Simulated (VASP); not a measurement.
CdTe:

```
Cd Te
1.0
     0.00000    3.31114    3.31114
     3.31114    0.00000    3.31114
     3.31114    3.31114    0.00000
Cd Te
1 1
Cartesian
  0.0000 0.0000 0.0000
  1.6556 1.6556 1.6556
```

Base run:

```yaml
Program: VASP 6.6.1
Functional: PBE0
Potentials_or_basis: VASP PAW PBE potentials, release 64 (Cd, Te)
Cutoff: 520 eV
k_mesh: 6 × 6 × 6
Occupations: gaussian, width 0.03 eV
Spin: no spin polarisation
```

Its results: band gap on the k mesh 1.92 eV, direct; pressure -1.2 GPa.

Q: The run is repeated on the same cell with these changes: functional from PBE0 to HSE06. What comes out?

A: Band gap on the k mesh 1.35 eV, direct; pressure -1.0 GPa.

Caveats: the PAW data sets were made with another functional, which shifts forces and pressure a little; spin-orbit coupling is left out, which moves the levels of the heavy elements.
